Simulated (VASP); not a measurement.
Level of theory: RPBE GGA, VASP's PBE PAW potentials (set 64) (plane waves; VASP).

VASP ran on this input.

File POSCAR:
```
AlN
1
    1.5736171298    -2.7255848145     0.0000000000
    1.5736171298     2.7255848145     0.0000000000
    0.0000000000     0.0000000000     5.0376212108
Al N
2 2
Direct
  0.6666670000   0.3333330000   0.5000178063
  0.3333330000   0.6666670000   0.0000178063
  0.6666670000   0.3333330000   0.8819821937
  0.3333330000   0.6666670000   0.3819821937
```

**KPOINTS**
```
Automatic mesh
0
Gamma
9 9 5
0 0 0
```

### INCAR
```
SYSTEM = AlN
PREC = Accurate
ENCUT = 520
EDIFF = 1E-7
NELM = 100
ALGO = Normal
LREAL = .FALSE.
LASPH = .TRUE.
ISMEAR = -5
GGA = RP
LWAVE = .FALSE.
LCHARG = .TRUE.
LORBIT = 11
NEDOS = 601
ISIF = 2
LEFG = .TRUE.
```

POTCAR, in this order: Al N (PBE.64 set). Program: vasp_std.

The resulting files:

OUTCAR:
```
 ion  position               nearest neighbor table
   1  0.667  0.333  0.500-   4 1.91   4 1.91   4 1.91   3 1.92   2 3.11   2 3.11   2 3.11   2 3.11
                             2 3.11   2 3.11
   2  0.333  0.667  0.000-   3 1.91   3 1.91   3 1.91   4 1.92   1 3.11   1 3.11   1 3.11   1 3.11
                             1 3.11   1 3.11
   3  0.667  0.333  0.882-   2 1.91   2 1.91   2 1.91   1 1.92
   4  0.333  0.667  0.382-   1 1.91   1 1.91   1 1.91   2 1.92
  LATTYP: Found a hexagonal cell.
 ALAT       =     3.1472342544
 C/A-ratio  =     1.6006502229
 Subroutine PRICEL returns:
 Original cell was already a primitive cell.
 Subroutine GETGRP returns: Found 12 space group operations
The static configuration has the point symmetry C_3v.
 The point group associated with its full space group is C_6v.
The dynamic configuration has the point symmetry C_3v.
 Subroutine INISYM returns: Found 12 space group operations
 Subroutine IBZKPT returns following result:
 Found     36 irreducible k-points:

 Following reciprocal coordinates:
            Coordinates               Weight
  0.000000  0.000000  0.000000      1.000000
  0.111111  0.000000  0.000000      6.000000
  0.222222 -0.000000  0.000000      6.000000
  0.333333  0.000000  0.000000      6.000000
  0.444444 -0.000000  0.000000      6.000000
  0.111111  0.111111  0.000000      6.000000
  0.222222  0.111111  0.000000     12.000000
  0.333333  0.111111  0.000000     12.000000
  0.444444  0.111111  0.000000      6.000000
  0.222222  0.222222  0.000000      6.000000
  0.333333  0.222222  0.000000     12.000000
  0.333333  0.333333  0.000000      2.000000
  0.000000  0.000000  0.200000      2.000000
  0.111111  0.000000  0.200000     12.000000
  0.222222 -0.000000  0.200000     12.000000
  0.333333  0.000000  0.200000     12.000000
  0.444444 -0.000000  0.200000     12.000000
  0.111111  0.111111  0.200000     12.000000
  0.222222  0.111111  0.200000     24.000000
  0.333333  0.111111  0.200000     24.000000
  0.444444  0.111111  0.200000     12.000000
  0.222222  0.222222  0.200000     12.000000
  0.333333  0.222222  0.200000     24.000000
  0.333333  0.333333  0.200000      4.000000
  0.000000  0.000000  0.400000      2.000000
  0.111111  0.000000  0.400000     12.000000
  0.222222 -0.000000  0.400000     12.000000
  0.333333  0.000000  0.400000     12.000000
  0.444444 -0.000000  0.400000     12.000000
  0.111111  0.111111  0.400000     12.000000
  0.222222  0.111111  0.400000     24.000000
  0.333333  0.111111  0.400000     24.000000
  0.444444  0.111111  0.400000     12.000000
  0.222222  0.222222  0.400000     12.000000
  0.333333  0.222222  0.400000     24.000000
  0.333333  0.333333  0.400000      4.000000
   k-points           NKPTS =     36   k-points in BZ     NKDIM =     36   number of bands    NBANDS=     12
   number of dos      NEDOS =    601   number of ions     NIONS =      4
   total plane-waves  NPLWV =  23040
   dimension x,y,z NGX =    24 NGY =   24 NGZ =   40
   dimension x,y,z NGXF=    48 NGYF=   48 NGZF=   80
   ions per type =               2   2
   PREC   = accura    normal or accurate (medium, high low for compatibility)
   ISTART =      0    job   : 0-new  1-cont  2-samecut
   ICHARG =      2    charge: 1-file 2-atom 10-const
   ISPIN  =      1    spin polarized calculation?
   LNONCOLLINEAR =      F non collinear calculations
   LSORBIT =      F    spin-orbit coupling
   INIWAV =      1    electr: 0-lowe 1-rand  2-diag
   ENCUT  =  520.0 eV  38.22 Ry    6.18 a.u.   5.85  5.85  9.37*2*pi/ulx,y,z
   NELM   =    100;   NELMIN=  2; NELMDL= -5     # of ELM steps
   EDIFF  = 0.1E-06   stopping-criterion for ELM
   LREAL  =      F    real-space projection
...
```

**OSZICAR**
```
       N       E                     dE             d eps       ncg     rms          rms(c)
DAV:   1     0.528012507184E+02    0.52801E+02   -0.75381E+03   864   0.118E+03
DAV:   2    -0.285997057082E+02   -0.81401E+02   -0.74837E+02  1252   0.224E+02
DAV:   3    -0.328099509026E+02   -0.42102E+01   -0.41836E+01  1120   0.545E+01
DAV:   4    -0.328470345808E+02   -0.37084E-01   -0.37066E-01   984   0.595E+00
DAV:   5    -0.328475544107E+02   -0.51983E-03   -0.51980E-03  1096   0.725E-01    0.121E+01
DAV:   6    -0.283010379307E+02    0.45465E+01   -0.16461E+01  1032   0.309E+01    0.450E+00
DAV:   7    -0.283417230896E+02   -0.40685E-01   -0.62445E-01   972   0.626E+00    0.300E+00
DAV:   8    -0.283557086643E+02   -0.13986E-01   -0.77776E-02   968   0.303E+00    0.507E-01
DAV:   9    -0.283512535503E+02    0.44551E-02   -0.20678E-02  1096   0.111E+00    0.256E-01
DAV:  10    -0.283522724061E+02   -0.10189E-02   -0.42427E-03   980   0.494E-01    0.157E-01
DAV:  11    -0.283521320592E+02    0.14035E-03   -0.46662E-04  1048   0.168E-01    0.382E-02
DAV:  12    -0.283521389766E+02   -0.69174E-05   -0.20635E-05   916   0.464E-02    0.139E-02
DAV:  13    -0.283521384303E+02    0.54636E-06   -0.15860E-05  1080   0.297E-02    0.821E-03
DAV:  14    -0.283521383239E+02    0.10637E-06   -0.10697E-06   996   0.955E-03    0.268E-03
DAV:  15    -0.283521384128E+02   -0.88951E-07   -0.14732E-07   600   0.315E-03
   1 F= -.28352138E+02 E0= -.28352138E+02  d E =0.000000E+00
```

File OUTCAR:
```
------------------------ aborting loop because EDIFF is reached ----------------------------------------
  FORCE on cell =-STRESS in cart. coord.  units (eV):
  Direction    XX          YY          ZZ          XY          YZ          ZX
  --------------------------------------------------------------------------------------
  Total       -0.0371777     -0.0371777      0.0747378      0.0000000     -0.0000000      0.0000000
  in kB       -1.3784116     -1.3784116      2.7710010      0.0000000     -0.0000000      0.0000000
  external PRESSURE =       0.0047260 kB  Pullay stress =       0.0000000 kB
  volume of cell :       43.21
      direct lattice vectors                 reciprocal lattice vectors
     1.573617130 -2.725584814  0.000000000     0.317739297 -0.183446869  0.000000000
     1.573617130  2.725584814  0.000000000     0.317739297  0.183446869  0.000000000
     0.000000000  0.000000000  5.037621211     0.000000000  0.000000000  0.198506390
  FREE ENERGIE OF THE ION-ELECTRON SYSTEM (eV)
  ---------------------------------------------------
  free  energy   TOTEN  =       -28.3521384128 eV

  energy  without entropy=      -28.3521384128  energy(sigma->0) =      -28.35213841

 total charge

# of ion       s       p       d       tot
------------------------------------------
    1        0.366   0.422   0.000   0.788
    2        0.366   0.422   0.000   0.788
    3        1.226   2.618   0.000   3.844
    4        1.226   2.618   0.000   3.844
--------------------------------------------------
tot          3.184   6.080   0.000   9.264

 Electric field gradients after diagonalization (V/A^2)
 (convention: |V_zz| > |V_xx| > |V_yy|)
----------------------------------------------------------------------
 ion       V_xx      V_yy      V_zz     asymmetry (V_yy - V_xx)/ V_zz
----------------------------------------------------------------------
   1      -2.441    -2.441     4.881       0.000
   2      -2.441    -2.441     4.881       0.000
   3       0.005     0.004    -0.009       0.173
   4       0.005     0.004    -0.009       0.159
```
(Selected blocks of OUTCAR.)

File OUTCAR:
```
 val. band max:        5.9530019647   @ k =   0.0000   0.0000   0.0000

 cond. band min:       9.9059911173   @ k =   0.0000   0.0000   0.0000


 Fermi energy:         5.9804855674

 k-point     1 :       0.0000    0.0000    0.0000
  band No.  band energies     occupation
      1      -9.0831      2.00000
      2      -7.0654      2.00000
      3       0.1366      2.00000
      4       5.0959      2.00000
      5       5.0960      2.00000
      6       5.7361      2.00000
      7       5.7361      2.00000
      8       5.9530      2.00000
      9       9.9060      0.00000
     10      12.4010      0.00000
     11      16.3808      0.00000
     12      16.9353      0.00000

 k-point     2 :       0.1111    0.0000    0.0000
  band No.  band energies     occupation
      1      -8.9343      2.00000
      2      -6.9832      2.00000
      3       0.3176      2.00000
      4       4.4117      2.00000
      5       4.9063      2.00000
      6       5.0587      2.00000
      7       5.7070      2.00000
      8       5.8831      2.00000
      9      10.6022      0.00000
     10      13.0061      0.00000
     11      15.7669      0.00000
     12      16.0353      0.00000

 k-point     3 :       0.2222   -0.0000    0.0000
  band No.  band energies     occupation
      1      -8.5126      2.00000
      2      -6.7778      2.00000
      3       0.8428      2.00000
      4       2.9555      2.00000
      5       3.8286      2.00000
      6       4.5139      2.00000
      7       5.5784      2.00000
      8       5.6272      2.00000
      9      11.7469      0.00000
     10      13.5637      0.00000
     11      14.2649      0.00000
     12      15.5946      0.00000

 k-point     4 :       0.3333    0.0000    0.0000
  band No.  band energies     occupation
      1      -7.9092      2.00000
      2      -6.5805      2.00000
      3       1.5489      2.00000
      4       1.6696      2.00000
      5       2.6892      2.00000
      6       4.1473      2.00000
...
```

The compound is AlN in the wurtzite structure. It was relaxed first.
